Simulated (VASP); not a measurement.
# CdC2 (I4/mmm) in VASP: relaxation of cell and atoms with PBE

Aim: the relaxation of cell and atoms of CdC2 with PBE.

Everything below comes from runs of VASP 6.6.1. Logs are shortened: lines on timing, memory, paths and dates and some standing lists are left out, and cuts for length are marked.

## Step 1: Starting point

It takes space group I4/mmm (No. 139, tetragonal). Conventional cell: a = 4.398 Å, b = 4.398 Å, c = 5.446 Å, α = 90.00°, β = 90.00°, γ = 90.00°. Cd (site symmetry 4/mmm) is surrounded by 2 C at 2.10 Å. Around C (site symmetry 4mm) lie 1 C at 1.24 Å.

The cell comes from a database or a generator and needn't be the stable form of this composition.

## Step 2: Relaxation of cell and atoms, PBE

Contents of INCAR:

```
  ALGO = Normal
  EDIFF = 1E-6
  EDIFFG = -0.005
  ENCUT = 600
  GGA = PE
  IBRION = 2
  ISIF = 3
  ISMEAR = 0
  LASPH = True
  LCHARG = False
  LREAL = False
  LWAVE = False
  NELM = 100
  NSW = 100
  PREC = Accurate
  SIGMA = 0.02
```

Contents of KPOINTS:

```
k-points
0
Gamma
  8 8 8
```

Contents of POSCAR:

```
CdC2
1.0
   -2.1989338693      2.1989338693      2.7229006932
    2.1989338693     -2.1989338693      2.7229006932
    2.1989338693      2.1989338693     -2.7229006932
Cd C
1 2
Direct
    0.0000000000      0.0000000000      0.0000000000
    0.6141161020      0.6141161020      0.0000000000
    0.3858838980      0.3858838980      0.0000000000
```

Potentials or basis: VASP PAW PBE potentials, release 64 (Cd, C).

Started as:

```console
$ cat potpaw_PBE.64/Cd/POTCAR potpaw_PBE.64/C/POTCAR > POTCAR
$ mpirun -np 1 vasp_std > vasp.out
```

OUTCAR:

```text
EDIFF = 1E-6
   EDIFFG = -0.005
   ENCUT = 600
   GGA = PE
   IBRION = 2
   ISIF = 3
   ISMEAR = 0
   LASPH = True
   LREAL = False
   NELM = 100
   NSW = 100
   PREC = Accurate

 ion  position               nearest neighbor table
   1  0.000  0.000  0.000-   2 2.10   3 2.10
   2  0.614  0.614  0.000-   3 1.24   1 2.10
   3  0.386  0.386  0.000-   2 1.24   1 2.10

  LATTYP: Found a body centered tetragonal cell.
 ALAT       =     4.3978677386
 C/A-ratio  =     1.2382822109

  Lattice vectors:

 A1 = (  -2.1989338693,   2.1989338693,   2.7229006932)
 A2 = (   2.1989338693,  -2.1989338693,   2.7229006932)
 A3 = (   2.1989338693,   2.1989338693,  -2.7229006932)

Analysis of symmetry for initial positions (statically):
=====================================================================
 Subroutine PRICEL returns:
 Original cell was already a primitive cell.

 Routine SETGRP: Setting up the symmetry group for a
 body centered tetragonal supercell.

 Subroutine GETGRP returns: Found 16 space group operations
 (whereof 16 operations were pure point group operations)
 out of a pool of 16 trial point group operations.

The static configuration has the point symmetry D_4h.

Analysis of symmetry for dynamics (positions and initial velocities):
=====================================================================
 Subroutine PRICEL returns:
 Original cell was already a primitive cell.

 Routine SETGRP: Setting up the symmetry group for a
 body centered tetragonal supercell.

 Subroutine GETGRP returns: Found 16 space group operations
 (whereof 16 operations were pure point group operations)
 out of a pool of 16 trial point group operations.

The dynamic configuration has the point symmetry D_4h.

 Subroutine INISYM returns: Found 16 space group operations
 (whereof 16 operations are pure point group operations),
 and found     1 'primitive' translations

----------------------------------------------------------------------------------------

                                     Primitive cell

  volume of cell :      52.6643

  direct lattice vectors                    reciprocal lattice vectors
    -2.198933869  2.198933869  2.722900693     0.000000000  0.227382918  0.183627703
     2.198933869 -2.198933869  2.722900693     0.227382918  0.000000000  0.183627703
     2.198933869  2.198933869 -2.722900693     0.227382918  0.227382918  0.000000000

  length of vectors
     4.133377373  4.133377373  4.133377373     0.292270636  0.292270636  0.321568007

  position of ions in fractional coordinates (direct lattice)
     0.000000000  0.000000000  0.000000000
[... 107 lines left out ...]
   AEXX    =    0.0000 exact exchange contribution
   IVDW    =     0    specifies the selected vdW correction
   LEPSILON=     F    determine dielectric tensor
   LRPA    =     F    only Hartree local field effects (RPA)
 conjugate gradient relaxation of ions
 non-spin polarized calculation
 Gauss-broadening in eV      SIGMA  =   0.02
  energy-cutoff  :      600.00
  volume of cell :       52.66
 maximum number of plane-waves:      1779
 NGX is ok and might be reduce to    36
   NGX = 17   NGY = 17   NGZ = 17

--------------------------------------- Ionic step        1  -------------------------------------------

 number of electron      19.9999999 magnetization

 Free energy of the ion-electron system (eV)
  ---------------------------------------------------
  ext. energy  EPLUGINS =         0.00000000
  ---------------------------------------------------
  free energy    TOTEN  =       -16.12268285 eV

  energy without entropy =      -16.12268285  energy(sigma->0) =      -16.12268285

------------------------ aborting loop because EDIFF is reached ----------------------------------------

  FORCE on cell =-STRESS in cart. coord.  units (eV):
  Direction    XX          YY          ZZ          XY          YZ          ZX
  --------------------------------------------------------------------------------------
  -------------------------------------------------------------------------------------
  Total        0.0411387      0.0411387      0.3696606      0.0000000     -0.0000000      0.0000000
  in kB        1.2515406      1.2515406     11.2459890      0.0000000     -0.0000000      0.0000000
  external PRESSURE =       4.5830234 kB  Pullay stress =       0.0000000 kB
[... 135 lines left out ...]
--------------------------------------- Ionic step        5  -------------------------------------------

 number of electron      19.9999999 magnetization

 Free energy of the ion-electron system (eV)
  ---------------------------------------------------
  ext. energy  EPLUGINS =         0.00000000
  ---------------------------------------------------
  free energy    TOTEN  =       -16.12322736 eV

  energy without entropy =      -16.12322736  energy(sigma->0) =      -16.12322736

 E-fermi :  -0.3564     XC(G=0):  -9.1999

 val. band max:       -0.4527448830   @ k =  -0.2500   0.2500   0.2500
 cond. band min:       3.2448614064   @ k =   0.5000  -0.0000   0.0000
 fundamental gap:      3.6976062894
 Fermi energy:        -0.3564018215

 k-point     1 :       0.0000    0.0000    0.0000
  band No.  band energies     occupation
      1     -13.0460      2.00000
      2      -8.0159      2.00000
      3      -7.3133      2.00000
      4      -7.3133      2.00000
      5      -7.1915      2.00000
      6      -7.1727      2.00000
      7      -3.8701      2.00000
      8      -3.8230      2.00000
      9      -1.0685      2.00000
     10      -1.0685      2.00000
     11       5.0565      0.00000
     12       5.0565      0.00000
     13       6.3708      0.00000
     14       8.6617      0.00000
[... 377 lines left out ...]
      1     -12.6502      2.00000
      2      -8.6434      2.00000
      3      -7.3394      2.00000
      4      -7.3292      2.00000
      5      -7.1366      2.00000
      6      -7.1052      2.00000
      7      -4.3012      2.00000
      8      -2.3304      2.00000
      9      -1.6173      2.00000
     10      -1.5035      2.00000
     11       3.8057      0.00000
     12       4.1249      0.00000
     13       5.1508      0.00000
     14       8.2302      0.00000

 [... further k-points ...]

------------------------ aborting loop because EDIFF is reached ----------------------------------------

  FORCE on cell =-STRESS in cart. coord.  units (eV):
  Direction    XX          YY          ZZ          XY          YZ          ZX
  --------------------------------------------------------------------------------------
  -------------------------------------------------------------------------------------
  Total        0.0033083      0.0033083      0.0048823      0.0000000      0.0000000      0.0000000
  in kB        0.1003162      0.1003162      0.1480464      0.0000000      0.0000000      0.0000000
  external PRESSURE =       0.1162263 kB  Pullay stress =       0.0000000 kB
[... 18 lines left out ...]
  FREE ENERGIE OF THE ION-ELECTRON SYSTEM (eV)
  ---------------------------------------------------
  free  energy   TOTEN  =       -16.1232273628 eV

  energy  without entropy=      -16.1232273628  energy(sigma->0) =      -16.12322736

 reached required accuracy - stopping structural energy minimisation
```

Wall time 99 s (1 thread of AMD EPYC 9R45 (Zen 5), shared host); peak memory 0.21 GiB.

Results:

```yaml
Free_energy: -16.1232 eV
Relaxed_volume: 17.61 Å³/atom
Relaxed_cell: a = 4.139 Å, b = 4.139 Å, c = 4.139 Å, α = 115.79°, β = 115.79°, γ = 97.46°
Space_group_after_relaxing_to_0.05_Å: I4/mmm (No. 139)
Energy_gained_by_relaxing: 0.2 meV/atom
Ionic_steps: 5
Pressure_after_relaxing: 0.0 GPa
Band_gap_on_the_k_mesh: 3.70 eV, indirect (least direct gap 4.21 eV)
```

The path:
| step | energy change (eV) | largest force (eV/Å) | pressure (GPa) | volume (Å³) |
| --- | --- | --- | --- | --- |
| 1 | 0.0000 | 0.0370 | 0.46 | 52.66 |
| 2 | 0.0004 | 0.1750 | -0.71 | 53.05 |
| 3 | -0.0005 | 0.0931 | -0.04 | 52.82 |
| 4 | 0.0018 | 0.6429 | 0.39 | 52.92 |
| 5 | -0.0005 | 0.0015 | 0.01 | 52.84 |

Final structure:
```cif
data_structure
_symmetry_space_group_name_H-M 'P 1'
_symmetry_Int_Tables_number 1
_cell_length_a 4.1389
_cell_length_b 4.1389
_cell_length_c 4.1389
_cell_angle_alpha 115.792
_cell_angle_beta 115.792
_cell_angle_gamma 97.458
_cell_volume 52.84
loop_
_atom_site_label
_atom_site_type_symbol
_atom_site_fract_x
_atom_site_fract_y
_atom_site_fract_z
_atom_site_occupancy
Cd1 Cd 0.00000 0.00000 0.00000 1
C1 C 0.61387 0.61387 0.00000 1
C2 C 0.38613 0.38613 0.00000 1
```

Levels at points of the mesh, in eV from the valence-band top:
```tsv
k point	band 8	band 9	band 10	band 11	band 12	band 13
(0.00, 0.00, 0.00)	-3.37	-0.62	-0.62	5.51	5.51	6.82
(0.50, 0.00, 0.00)	-1.93	-0.68	-0.52	3.70	4.59	5.80
(0.50, 0.50, 0.00)	-2.83	-2.19	-0.80	4.48	6.72	7.31
(0.50, 0.50, 0.50)	-1.93	-1.93	-1.42	4.71	7.46	7.46
```

Caveat: the standard files for N, O and F lose accuracy on very short bonds. As with any semilocal functional, this PBE gap is likely too small.
